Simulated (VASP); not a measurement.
Computed with LDA (Ceperley-Alder, Perdew-Zunger), VASP's LDA PAW potentials (set 64) (plane waves; VASP 6.6.1).

VASP input:

File KPOINTS:
```
K-points
0
G
 9 9 9
```

**INCAR**
```
LASPH=.TRUE.   ! aspherical one-centre terms
LREAL=.FALSE.   ! projection in real space or not
LCHARG=.FALSE.
SYSTEM=BP
SIGMA=0.05
EDIFFG=-0.01
ENCUT=520   ! plane-wave cut-off (eV)
LWAVE=.FALSE.
ISIF=3   ! ions, shape and volume
IBRION=2   ! conjugate gradients
NSW=60   ! most ionic steps
ISMEAR=0   ! Gaussian
PREC=Accurate
NELM=100
ALGO=Normal   ! blocked Davidson
EDIFF=1E-6
```

**POSCAR**
```
BP
1.0
  0.0000000000   2.2660700000   2.2660700000
  2.2660700000   0.0000000000   2.2660700000
  2.2660700000   2.2660700000   0.0000000000
B P
1 1
Cart
  0.0000000000   0.0000000000   0.0000000000
  1.1330350000   1.1330350000   1.1330350000
```

POTCAR, in this order: B P (LDA.64 set). Program: vasp_std.

The run wrote:

OSZICAR:
```
       N       E                     dE             d eps       ncg     rms          rms(c)
DAV:   1     0.966188380464E+01    0.96619E+01   -0.39244E+03   560   0.878E+02
DAV:   2    -0.149100902186E+02   -0.24572E+02   -0.23270E+02   888   0.111E+02
DAV:   3    -0.152228952606E+02   -0.31281E+00   -0.31281E+00   672   0.164E+01
DAV:   4    -0.152236548605E+02   -0.75960E-03   -0.75960E-03   864   0.849E-01
DAV:   5    -0.152236555553E+02   -0.69479E-06   -0.69479E-06   704   0.186E-02    0.738E+00
DAV:   6    -0.145159250975E+02    0.70773E+00   -0.19173E+00   608   0.749E+00    0.395E+00
DAV:   7    -0.144024254487E+02    0.11350E+00   -0.28682E-01   840   0.326E+00    0.125E+00
DAV:   8    -0.143894028441E+02    0.13023E-01   -0.35158E-02   616   0.119E+00    0.242E-01
DAV:   9    -0.143894167861E+02   -0.13942E-04   -0.55180E-04   792   0.214E-01    0.148E-01
DAV:  10    -0.143894115788E+02    0.52074E-05   -0.13238E-04   576   0.814E-02    0.267E-02
DAV:  11    -0.143894138934E+02   -0.23146E-05   -0.39035E-06   872   0.154E-02    0.339E-02
DAV:  12    -0.143894135805E+02    0.31293E-06   -0.14253E-06   296   0.660E-03
   1 F= -.14389414E+02 E0= -.14389414E+02  d E =-.143894E+02
       N       E                     dE             d eps       ncg     rms          rms(c)
DAV:   1    -0.144174690042E+02   -0.28055E-01   -0.75788E-01   640   0.706E+00    0.110E+00
DAV:   2    -0.143987517467E+02    0.18717E-01   -0.39140E-02   720   0.127E+00    0.581E-01
DAV:   3    -0.143937700149E+02    0.49817E-02   -0.10673E-02   688   0.599E-01    0.159E-01
DAV:   4    -0.143934218492E+02    0.34817E-03   -0.36181E-04   696   0.142E-01    0.127E-01
DAV:   5    -0.143933392247E+02    0.82625E-04   -0.10216E-04   728   0.698E-02    0.571E-02
DAV:   6    -0.143933375000E+02    0.17247E-05   -0.23010E-06   576   0.127E-02    0.708E-03
DAV:   7    -0.143933374869E+02    0.13075E-07   -0.17842E-07   280   0.282E-03
   2 F= -.14393337E+02 E0= -.14393337E+02  d E =-.392391E-02
       N       E                     dE             d eps       ncg     rms          rms(c)
DAV:   1    -0.144036751789E+02   -0.10338E-01   -0.13909E-01   632   0.298E+00    0.461E-01
DAV:   2    -0.144001806023E+02    0.34946E-02   -0.75872E-03   720   0.555E-01    0.247E-01
DAV:   3    -0.143992692954E+02    0.91131E-03   -0.19312E-03   672   0.255E-01    0.588E-02
DAV:   4    -0.143991983324E+02    0.70963E-04   -0.77522E-05   704   0.643E-02    0.486E-02
DAV:   5    -0.143991843815E+02    0.13951E-04   -0.16668E-05   720   0.282E-02    0.237E-02
DAV:   6    -0.143991840347E+02    0.34677E-06   -0.37218E-07   312   0.521E-03
   3 F= -.14399184E+02 E0= -.14399184E+02  d E =-.977045E-02
```

File OUTCAR:
```
------------------------ aborting loop because EDIFF is reached ----------------------------------------
  FORCE on cell =-STRESS in cart. coord.  units (eV):
  Direction    XX          YY          ZZ          XY          YZ          ZX
  --------------------------------------------------------------------------------------
  Total       -0.0016461     -0.0016461     -0.0016461      0.0000000     -0.0000000      0.0000000
  in kB       -0.1165743     -0.1165743     -0.1165743      0.0000000     -0.0000000      0.0000000
  external PRESSURE =      -0.1165743 kB  Pullay stress =       0.0000000 kB
  volume of cell :       22.62
      direct lattice vectors                 reciprocal lattice vectors
    -0.000000000  2.244821694  2.244821694    -0.222734840  0.222734840  0.222734840
     2.244821694 -0.000000000  2.244821694     0.222734840 -0.222734840  0.222734840
     2.244821694  2.244821694  0.000000000     0.222734840  0.222734840 -0.222734840
  FREE ENERGIE OF THE ION-ELECTRON SYSTEM (eV)
  ---------------------------------------------------
  free  energy   TOTEN  =       -14.3991840347 eV

  energy  without entropy=      -14.3991840347  energy(sigma->0) =      -14.39918403

 reached required accuracy - stopping structural energy minimisation
```
(Selected blocks of OUTCAR.)

### CONTCAR
```
BP
   1.00000000000000
    -0.0000000000000000    2.2448216939929062    2.2448216939929062
     2.2448216939929062   -0.0000000000000000    2.2448216939929062
     2.2448216939929062    2.2448216939929062    0.0000000000000000
  B               P
     1     1
Direct
     0.0000000000000000    0.0000000000000000    0.0000000000000000
     0.2500000000000000    0.2500000000000000    0.2500000000000000
```

Energy and stress use the plane-wave basis of the starting cell.

The structure comes from a computed database's BP entry (F-43m); how it stands against other phases isn't given here. This run relaxes it. Symmetry was kept, so distortions that lower it aren't found.
